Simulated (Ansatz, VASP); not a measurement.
## CoCl2: VASP beside Ansatz

Wanted: the spread between two codes on one cell, functional and k mesh. The cell is taken from a series of runs on this material, whose earlier steps may have relaxed, scaled, displaced or heated it; both programs get it as it stands.

Program: Ansatz 0.2.0. Level of theory: plane waves, with VASP 6.6.1 beside it; PBEsol, DFT+U. Results are calculated unless marked as measured.

## Step 1: The structure

Symmetry: P-3m1, No. 164, trigonal system. Conventional cell: a = 3.540 Å, b = 3.540 Å, c = 5.973 Å, α = 90.00°, β = 90.00°, γ = 120.00°. Co has 6 Cl at 2.44 Å nearest. Cl has 3 Co at 2.44 Å nearest. Farther neighbours and most contacts between anions are not listed.

## Step 2: Ansatz: single point, PBEsol, DFT+U, pair 1

Ansatz runs on its default PAW (the set named soft_2) files.

A single point takes one fixed geometry, so differences don't come from the geometry; what else differs is listed under the comparison.

File input.yaml:

```yaml
crystal:
  lattice:
    - [3.5400119547, 0.0, 0.0]
    - [-1.7700059773, 3.0657402824, 0.0]
    - [0.0, 0.0, 11.94501254]
  atoms:
    - { symbol: Co, position: [0.0, 0.0, 0.0], spin: 2.6 }
    - { symbol: Co, position: [0.0, 0.0, 0.5], spin: -2.6 }
    - { symbol: Cl, position: [0.66666667, 0.33333333, 0.38912756] }
    - { symbol: Cl, position: [0.66666667, 0.33333333, 0.88912756] }
    - { symbol: Cl, position: [0.33333333, 0.66666667, 0.11087244] }
    - { symbol: Cl, position: [0.33333333, 0.66666667, 0.61087244] }
magnetization:
  spin_polarized: true
kpoints:
  mp_grid: { grid: [10, 10, 3] }
  band_path:
    path:
      - [0.0, 0.0, 0.0]
      - [0.5, 0.0, 0.0]
      - [0.3333333333, 0.3333333333, 0.0]
      - [0.0, 0.0, 0.0]
      - [0.0, 0.0, 0.5]
      - [0.5, 0.0, 0.5]
      - [0.3333333333, 0.3333333333, 0.5]
    npoints: 11
hamiltonian:
  xc: pbesol
  hubbard:
    sites: [{ species: Co, l: d, u_eff: 3.5, starting_ns: occupation_matrices }]
scf:
  occupations: { method: fermi_dirac, width: 0.02 }
  lower_state_search: "off"
output:
  write_bands: true
  eigenstates:
    nscf_kmesh: { grid: [10, 10, 3] }
    top_band: c46
    exchange_couplings: { magnetic: [{ species: Co }] }
checkpoint:
  read: ground.run
  write: this.run
  compress: false
  write_wavefunctions: false
  write_every: 100000
```

Command:

```console
$ ansatz run input.yaml --threads 2 --pin off --max-ram 5120MiB --backend cpu --events-out ev --progress --plain --runs-dir out
```

Numbers of over 12 decimals in the logs are rounded to 6 here.

What it wrote:

```text
Warning: checkpoint.read: the saved state's DFT+U term is not this run's: site 0 `u_ev`: saved 2.1, current 3.5. As far as this difference goes, the run starts from the state. It converges under its own deck, and can end on the saved state's solution where another lies lower in energy: compare its result with that of a run that reads no state
Warning: checkpoint.read: this deck types DFT+U occupations (hamiltonian.hubbard.sites[].starting_ns) that are not shown to be those of the saved run. The run lays them and its moments on the saved charge alone, without the saved matrices and orbitals. Where it can, it adopts starting moments for atoms that the deck gives none. It can end on another state than the saved one. A deck that types no starting_ns takes the saved state as far as its other differences allow
Co: projections on atomic orbitals take those of the free atom [Ne] 3s2 3p6 3d7 4s2, of charge +0.00 (hamiltonian.pseudopotentials.projection_atoms); the dataset's partial waves leave at most 1.4e-6 of an orbital's norm unspanned inside its sphere
Cl: projections on atomic orbitals take those of the free atom [Ne] 3s2 3p5, of charge +0.00 (hamiltonian.pseudopotentials.projection_atoms); the dataset's partial waves leave at most 2.1e-7 of an orbital's norm unspanned inside its sphere
hamiltonian.hubbard.sites[].starting_ns: atoms 0, 1 take their starting occupation matrices from occupation_matrices, whose run converged (SHA-256 )
Engine: ansatz 0.2.0, aarch64-unknown-linux-gnu
Pseudopotentials: kind: paw
Pseudopotential: Co, paw, valence charge 17, recommended cutoff 420 eV (normal), Co.paw.azcp
Pseudopotential: Cl, paw, valence charge 7, recommended cutoff 420 eV (normal), Cl.paw.azcp
Functional definition: PBEsol
  exchange = pbesol_x
  correlation = pbesol_c
Crystal: 6 atoms, lattice volume = 129.636 Å³
Basis set: ecut = 420 eV, 2517 PW (Γ)
Bands: 41, of which v1, the nominal top of the filled ones, is band 31 counted from 1 (30 counted from 0)
Symmetry: 12 space group operations
Space group: P-3m1 (ITA 164), of the structure as read, at distance tolerance 5.1e-5 Å
Magnetic group: BNS 164.90 (UNI 1320), of the structure as read, at distance tolerance 5.1e-5 Å
k-points: 36 of 300
Non-local potential: Co, projectors of the file, l = 0: 3, l = 1: 2, l = 2: 3, l = 3: 1
Non-local potential: Cl, projectors of the file, l = 0: 2, l = 1: 2, l = 2: 2
PAW form: soft (Blöchl's): semilocal exchange-correlation on the pseudo side does not see the compensation charge
PAW frozen core: Co, regenerated for the run's functional, and the local potential with it (the file was generated under x = pbe(κ = 0.804, μ = 0.219515), c = pbe(β = 0.066725))
PAW frozen core: Cl, regenerated for the run's functional, and the local potential with it (the file was generated under x = pbe(κ = 0.804, μ = 0.219515), c = pbe(β = 0.066725))
PAW one-centre angular grid: Co, 590 points (default); XC on 64 Gauss nodes
PAW one-centre angular grid: Cl, 110 points (default); XC on 64 Gauss nodes
Initial density: the charge density (read from a saved state, or passed on in memory by this solve's first SCF, by the result behind which a high-spin start is tried, by an earlier step or by the calling program), spin-split by the starting moments, if any
Starting moments: Σ|m| = 5.2 μB on 2 of 6 sites
Starting magnetic order: antiferromagnet; a translation exchanges its spin sublattices: spin-degenerate at every k-point
Initial wavefunctions: pseudopotential atomic-orbital guess
Functional: x = pbesol(κ = 0.804, μ = 0.123457), c = pbesol(β = 0.046)
the translation (0, 0, 0.5) carries every atom to within crystal.symmetry.tolerance of an atom of its element with the starting moment reversed, but both spin channels are solved: the run starts from a saved state that isn't shown to keep it, or this solve from the single point that its walk made first
iter 1 solved again at ethr=3.76e-5 eV; its pass at ethr=3.10e-3 eV (dr2=2.33e-2 eV) is discarded
SCF iter   1: F=—  HF=-14429.427623 eV  |F-HF|=—  |Δ(HF+E_count)|=         —  Δρ=3.10e-2 (↑3.10e-2 ↓3.10e-2)  dr2=2.40e-2  dr2_m=1.13e0  M=0.000 μB ∫|m|=5.982 μB  β_m=1.00  ethr=3.76e-5  ⟨swp⟩=3.0  Hψ=17964  notcnv=0
preconditioner: auto → Resta (q_TF=auto, 2.413 Å⁻¹)  ε∞=5.1  [insulator: Δε(μ)=1.674 eV  Ē_g=10.900 eV  σ=0.020 eV  W_gap=1.00  n_scr=38 (ndim 8)  ℏωp=22.1 eV  f_vac=0.152  D(μ)=0.00/eV (n_scr^D=0)  ε∞_Penn≈5.1]
spin=Collinear: Resta preconditioning applied to the charge; magnetization (m = ρ↑ − ρ↓) channel mixes plain (no charge-response kernel on spin).
SCF iter   2: F=—  HF=-14429.868153 eV  |F-HF|=—  |Δ(HF+E_count)|=   4.41e-1  Δρ=3.65e-3 (↑3.64e-3 ↓3.65e-3)  dr2=2.82e-2  dr2_m=8.65e-3  M=0.000 μB ∫|m|=6.022 μB  β_m=1.00  ethr=3.76e-5  ⟨swp⟩=3.7  Hψ=6716  notcnv=0
SCF iter   3: F=—  HF=-14430.256717 eV  |F-HF|=—  |Δ(HF+E_count)|=   3.89e-1  Δρ=2.11e-3 (↑2.11e-3 ↓2.11e-3)  dr2=2.39e-2  dr2_m=1.56e-4  M=0.000 μB ∫|m|=6.029 μB  β_m=1.00  ethr=3.76e-5  ⟨swp⟩=2.0  Hψ=6138  notcnv=0  defer=188
SCF iter   4: F=—  HF=-14430.468406 eV  |F-HF|=—  |Δ(HF+E_count)|=   2.12e-1  Δρ=2.82e-3 (↑2.82e-3 ↓2.82e-3)  dr2=4.41e-2  dr2_m=1.45e-4  M=0.000 μB ∫|m|=6.028 μB  β_m=1.00  ethr=3.76e-5  ⟨swp⟩=2.0  Hψ=5476  notcnv=0  defer=198
[...]
SCF iter   8: F=—  HF=-14430.730090 eV  |F-HF|=—  |Δ(HF+E_count)|=   1.57e-2  Δρ=2.70e-4 (↑2.70e-4 ↓2.70e-4)  dr2=4.55e-4  dr2_m=2.67e-5  M=0.000 μB ∫|m|=6.023 μB  β_m=0.30  ethr=8.09e-6  ⟨swp⟩=2.0  Hψ=5938  notcnv=0  defer=200
SCF iter   9: F=—  HF=-14430.735958 eV  |F-HF|=—  |Δ(HF+E_count)|=   5.87e-3  Δρ=1.96e-4 (↑1.96e-4 ↓1.96e-4)  dr2=4.92e-5  dr2_m=2.65e-5  M=0.000 μB ∫|m|=6.022 μB  β_m=0.30  ethr=7.34e-7  ⟨swp⟩=2.0  Hψ=5074  notcnv=0  defer=240
[...]
SCF iter  11: F=—  HF=-14430.741059 eV  |F-HF|=—  |Δ(HF+E_count)|=   1.65e-3  Δρ=1.09e-4 (↑1.09e-4 ↓1.09e-4)  dr2=5.22e-6  dr2_m=1.03e-5  M=0.000 μB ∫|m|=6.022 μB  β_m=0.30  ethr=6.41e-8  ⟨swp⟩=2.0  Hψ=4944  notcnv=0  defer=240
Mixer restart at iter 11: flushing history
spin-set hold released at iteration 11 (site moments contracting): the magnetisation degrees of freedom join the quasi-Newton model from the next iteration; the mixer history was flushed
SCF iter  12: F=—  HF=-14430.741904 eV  |F-HF|=—  |Δ(HF+E_count)|=   8.44e-4  Δρ=9.78e-5 (↑9.78e-5 ↓9.78e-5)  dr2=1.08e-5  dr2_m=6.42e-6  M=0.000 μB ∫|m|=6.022 μB  β_m=0.65  ethr=8.42e-9  ⟨swp⟩=2.0  Hψ=4970  notcnv=0  defer=240
SCF iter  13: F=—  HF=-14430.742792 eV  |F-HF|=—  |Δ(HF+E_count)|=   8.88e-4  Δρ=5.93e-5 (↑5.93e-5 ↓5.93e-5)  dr2=3.73e-6  dr2_m=1.55e-6  M=0.000 μB ∫|m|=6.022 μB  β_m=0.78  ethr=8.42e-9  ⟨swp⟩=3.1  Hψ=6936  notcnv=0  defer=240
SCF iter  14: F=—  HF=-14430.742796 eV  |F-HF|=—  |Δ(HF+E_count)|=   4.23e-6  Δρ=5.68e-5 (↑5.68e-5 ↓5.68e-5)  dr2=8.28e-6  dr2_m=7.12e-7  M=0.000 μB ∫|m|=6.022 μB  β_m=0.77  ethr=6.02e-9  ⟨swp⟩=2.0  Hψ=4944  notcnv=0  defer=240
SCF iter  15: F=—  HF=-14430.742796 eV  |F-HF|=—  |Δ(HF+E_count)|=   6.27e-8  Δρ=3.61e-5 (↑3.61e-5 ↓3.61e-5)  dr2=3.16e-6  dr2_m=2.27e-7  M=0.000 μB ∫|m|=6.022 μB  β_m=0.87  ethr=6.02e-9  ⟨swp⟩=2.0  Hψ=4944  notcnv=0  defer=240
SCF iter  16: F=—  HF=-14430.742796 eV  |F-HF|=—  |Δ(HF+E_count)|=   1.92e-7  Δρ=1.60e-5 (↑1.60e-5 ↓1.60e-5)  dr2=6.47e-7  dr2_m=4.66e-8  M=0.000 μB ∫|m|=6.022 μB  β_m=0.93  ethr=5.10e-9  ⟨swp⟩=2.5  Hψ=4238  notcnv=0  defer=240
iter 17 met the thresholds in force, and the SCF goes on: an eigenvalue changes by 0.11 meV, over its tolerance of 0.06 meV (output.eigenvalues, Limitations)
SCF iter  17: F=-14430.742796 eV  HF=-14430.742796 eV  |F-HF|=2.60e-9  |Δ(HF+E_count)|=   8.77e-9  Δρ=2.03e-6 (↑2.03e-6 ↓2.03e-6)  dr2=4.64e-9  dr2_m=2.51e-9  M=0.000 μB ∫|m|=6.022 μB  β_m=0.97  ethr=1.61e-10  ⟨swp⟩=6.2  Hψ=10841  notcnv=0
SCF iter  18: F=-14430.742796 eV  HF=-14430.742796 eV  |F-HF|=2.11e-10  |Δ(HF+E_count)|=   3.90e-9  Δρ=3.60e-7 (↑3.60e-7 ↓3.56e-7)  dr2=4.88e-10  dr2_m=3.79e-11  M=0.000 μB ∫|m|=6.022 μB  ethr=7.49e-12  ⟨swp⟩=1.0  Hψ=8184  notcnv=0
SCF 1 converged in 18 iterations: F = -14430.742796 eV  dr2 = 4.88e-10
  greatest PAW one-centre occupation: 1.003 electrons in one spin orbital (limit 2), on the Co atom at site 0 (counted from 0), in its partial waves of l = 1
NSCF: frozen V_eff on 67 k-points
the translation (0, 0, 0.5) carries every atom to within crystal.symmetry.tolerance of an atom of its element with the starting moment reversed, but both spin channels are solved: the SCF whose density it solves on was not solved under it
NSCF: frozen V_eff on 36 k-points
Exchange couplings: 0 of 2 parts done
Exchange couplings: 1 of 2 parts done
[...]
Exchange couplings: 3 of 4 parts done
SCF converged after 18 iterations
an eigenvalue changed by more than its tolerance at an iteration that met the thresholds in force, so the SCF went on 1 time: the last check found none over its tolerance
Magnetization: 0.0000 μB (31.0000 up, 31.0000 down)
Absolute magnetization: 6.0177 μB (∫|ρ↑−ρ↓|, with the PAW one-centre terms)
Spin contamination: 3.0077 ħ² per cell (⟨S²⟩ above its minimum at these occupations)
Per-site moments (μB) at R_I (Å): [(2.599901, 1.004604), (-2.599901, 1.004604), (-0.126130, 1.004604), (0.126130, 1.004604), (0.126130, 1.004604), (-0.126130, 1.004604)]
Free energy (F): -14430.742796 eV
Harris-Foulkes:  -14430.742796 eV  (|F-HF|=2.11e-10)
Internal energy: -14430.742796 eV  (E = F + TS)
E sigma→0 (E₀):  -14430.742796 eV
Fermi energy:    5.245160 eV
--- Per-component energies (eV) ---
  E_band       = -1030.444396
  E_kinetic    = 1526.249219
  E_local      = -11151.850282  (includes V_loc(G=0)·N_el)
  E_nonlocal   = 1048.277284
  E_hartree    = 4710.245054
  E_xc         = -729.424421
  E_vxc        = -881.234056  (∫ρ·V_xc dr)
  E_hubbard    = 1.224288  (on-site DFT+U / exact-exchange correction)
  E_vhub       = -23.254830  (the Hubbard potential's part of the band-sum identity)
  E_paw        = -5538.269400  (= ΣΔE_a)
  E_vpaw       = -969.121577  (= ΣTr[D̂ρ^β])
  E_aug_tail   = 0.000507  (compensation charges beyond the density's cutoff)
  E_ewald      = -4297.885611
  E_core_change = 0.690567  (= ΣΔE_core)
  E_smearing   = -0.000000  (= −TS)
  E_closure    = -0.000000  (closes the sum)
  Σ components = -14430.742796   (vs F -14430.742796, Δ=0.00e0)
--- Specified on-site occupations, and those of the state reported ---
  electrons in the specified blocks: 14.7775 specified, 14.6877 found
  site 0 (l=d) ↓: largest change of an orbital's occupation 0.0231; electrons 2.4054 specified, 2.3579 found; spectral distance 0.0337
  site 1 (l=d) ↑: largest change of an orbital's occupation 0.0231; electrons 2.4054 specified, 2.3579 found; spectral distance 0.0337
  site 1 (l=d) ↓: largest change of an orbital's occupation 0.0007; electrons 4.9834 specified, 4.9860 found; spectral distance 0.0012
  site 0 (l=d) ↑: largest change of an orbital's occupation 0.0007; electrons 4.9834 specified, 4.9860 found; spectral distance 0.0012
--- Band table (eV; the first three rows and the last of 72) ---
  k-point 0 ↑: bands = [... 27 lower, 3.1882, 3.2774, 4.0409, 4.0409, 6.5398, 7.3350, 7.3350, 8.9276, ... 6 higher]
  k-point 1 ↑: bands = [... 27 lower, 3.1856, 3.1856, 4.0413, 4.0413, 6.5419, 7.3349, 7.3349, 9.1565, ... 6 higher]
  k-point 2 ↑: bands = [... 27 lower, 3.2593, 3.2969, 3.7471, 3.9940, 6.5880, 7.1956, 7.2998, 9.3490, ... 6 higher]
  k-point 35 ↓: bands = [... 27 lower, 3.2055, 3.2451, 3.4397, 3.5882, 6.4838, 7.0306, 7.1832, 10.6253, ... 6 higher]
Occupation matrices written to <dir>
```

[end of part 1 of 3]

[Lines on the potential files, build, host, timing and source positions are cut from VASP's logs without a mark.]

[Logs are printed without paths, hosts, clocks, repeated set-up lines and the standing remarks that a program may print on its own settings, such as how far it seeks lower states.]

[Hosts, paths, dates, database ids (printed as entryN), source tags and the programs' standing remarks are cut or masked in the printed files.]
